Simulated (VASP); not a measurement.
All values below come from PBEsol GGA, VASP's PBE PAW potentials (set 64) (plane waves; VASP).

VASP ran on this input.

### KPOINTS
```
Automatic mesh
0
Gamma
10 10 10
0 0 0
```

### INCAR
```
SYSTEM = Ag
PREC = Accurate
ENCUT = 400
EDIFF = 1E-6
NELM = 100
ALGO = Normal
LREAL = .FALSE.
LASPH = .TRUE.
ISMEAR = 1
SIGMA = 0.1
GGA = PS
LMAXMIX = 4
LWAVE = .FALSE.
LCHARG = .FALSE.
IBRION = 2
ISIF = 3
NSW = 60
EDIFFG = -0.01
```

### POSCAR
```
Ag
1
    0.0000000000     2.8786820000     2.8786820000
    2.8786820000     0.0000000000     2.8786820000
    2.8786820000     2.8786820000     0.0000000000
Ag
2
Direct
  0.7500000000   0.7500000000   0.7500000000
  0.5000000000   0.5000000000   0.5000000000
```

POTCAR, in this order: Ag (PBE.64 set). Program: vasp_std.

What VASP printed:

### OSZICAR
```
       N       E                     dE             d eps       ncg     rms          rms(c)
DAV:   1     0.102761570565E+03    0.10276E+03   -0.99587E+03  1410   0.113E+03
DAV:   2    -0.354605472436E+01   -0.10631E+03   -0.10224E+03  1466   0.250E+02
DAV:   3    -0.489999356593E+01   -0.13539E+01   -0.13517E+01  1634   0.338E+01
DAV:   4    -0.490546130496E+01   -0.54677E-02   -0.54676E-02  1592   0.207E+00
DAV:   5    -0.490553318909E+01   -0.71884E-04   -0.71884E-04  1683   0.239E-01    0.779E+00
DAV:   6    -0.450608805483E+01    0.39945E+00   -0.16524E+00  1557   0.128E+01    0.519E+00
DAV:   7    -0.449150318291E+01    0.14585E-01   -0.11875E-02  1515   0.891E-01    0.278E+00
DAV:   8    -0.448515433314E+01    0.63488E-02   -0.91426E-04  1641   0.270E-01    0.210E-02
DAV:   9    -0.448516956156E+01   -0.15228E-04   -0.23365E-05  1628   0.379E-02    0.122E-02
DAV:  10    -0.448517698574E+01   -0.74242E-05   -0.47662E-06  1501   0.206E-02    0.129E-03
DAV:  11    -0.448517702191E+01   -0.36173E-07   -0.48439E-08   810   0.180E-03
   1 F= -.44851770E+01 E0= -.44850032E+01  d E =-.448518E+01
       N       E                     dE             d eps       ncg     rms          rms(c)
DAV:   1    -0.136766912441E+02   -0.91915E+01   -0.16890E+02  1445   0.148E+02    0.254E+01
DAV:   2    -0.519827396632E+01    0.84784E+01   -0.22413E+01  1445   0.458E+01    0.942E+00
DAV:   3    -0.469607546352E+01    0.50220E+00   -0.14473E+00  1571   0.118E+01    0.749E+00
DAV:   4    -0.462996587365E+01    0.66110E-01   -0.78014E-02  1480   0.233E+00    0.196E+00
DAV:   5    -0.461719503732E+01    0.12771E-01   -0.32111E-02  1543   0.166E+00    0.130E-01
DAV:   6    -0.461777971189E+01   -0.58467E-03   -0.12399E-03  1543   0.290E-01    0.655E-02
DAV:   7    -0.461778798917E+01   -0.82773E-05   -0.10618E-04  1599   0.904E-02    0.103E-02
DAV:   8    -0.461779028453E+01   -0.22954E-05   -0.42411E-06  1514   0.185E-02    0.736E-03
DAV:   9    -0.461779045821E+01   -0.17368E-06   -0.68818E-07   796   0.787E-03
   2 F= -.46177905E+01 E0= -.46178311E+01  d E =-.132613E+00
       N       E                     dE             d eps       ncg     rms          rms(c)
DAV:   1    -0.553052604065E+01   -0.91274E+00   -0.13759E+01  1452   0.392E+01    0.615E+00
DAV:   2    -0.464891946949E+01    0.88161E+00   -0.41621E+00  1466   0.201E+01    0.163E+00
DAV:   3    -0.464015837652E+01    0.87611E-02   -0.26100E-02  1459   0.135E+00    0.907E-01
DAV:   4    -0.463612654719E+01    0.40318E-02   -0.70472E-03  1480   0.539E-01    0.436E-02
DAV:   5    -0.463620992516E+01   -0.83378E-04   -0.20690E-04  1593   0.117E-01    0.216E-02
DAV:   6    -0.463623457018E+01   -0.24645E-04   -0.27309E-05  1543   0.476E-02    0.615E-03
DAV:   7    -0.463623409909E+01    0.47109E-06   -0.47554E-07  1076   0.523E-03
   3 F= -.46362341E+01 E0= -.46362275E+01  d E =-.151057E+00
```

**OUTCAR**
```
------------------------ aborting loop because EDIFF is reached ----------------------------------------
  FORCE on cell =-STRESS in cart. coord.  units (eV):
  Direction    XX          YY          ZZ          XY          YZ          ZX
  --------------------------------------------------------------------------------------
  Total        0.0163729      0.0163729      0.0163729      0.0000000     -0.0000000      0.0000000
  in kB        0.4841494      0.4841494      0.4841494      0.0000000     -0.0000000      0.0000000
  external PRESSURE =       0.4841494 kB  Pullay stress =       0.0000000 kB
  volume of cell :       54.18
      direct lattice vectors                 reciprocal lattice vectors
     0.000000000  3.003372348  3.003372348    -0.166479524  0.166479524  0.166479524
     3.003372348 -0.000000000  3.003372348     0.166479524 -0.166479524  0.166479524
     3.003372348  3.003372348  0.000000000     0.166479524  0.166479524 -0.166479524
 POSITION                                       TOTAL-FORCE (eV/Angst)
 -----------------------------------------------------------------------------------
      4.50506      4.50506      4.50506         0.000000      0.000000      0.000000
      3.00337      3.00337      3.00337        -0.000000     -0.000000     -0.000000
 -----------------------------------------------------------------------------------
    total drift:                                0.000000      0.000000      0.000000
  FREE ENERGIE OF THE ION-ELECTRON SYSTEM (eV)
  ---------------------------------------------------
  free  energy   TOTEN  =        -4.6362340991 eV

  energy  without entropy=       -4.6362143853  energy(sigma->0) =       -4.63622753

 reached required accuracy - stopping structural energy minimisation
```
(Selected blocks of OUTCAR.)

CONTCAR:
```
Ag
   1.00000000000000
     0.0000000000000000    3.0033723477483836    3.0033723477483836
     3.0033723477483836   -0.0000000000000000    3.0033723477483836
     3.0033723477483836    3.0033723477483836    0.0000000000000000
  Ag
     2
Direct
     0.7500000000000000    0.7500000000000000    0.7500000000000000
     0.5000000000000000    0.5000000000000000    0.5000000000000000
```

Energy and stress use the plane-wave basis of the starting cell.

The structure was generated: Ag was put into the diamond type (Fd-3m), which need not be its known phase. This run relaxes it. Symmetry was kept, so distortions that lower it aren't found.
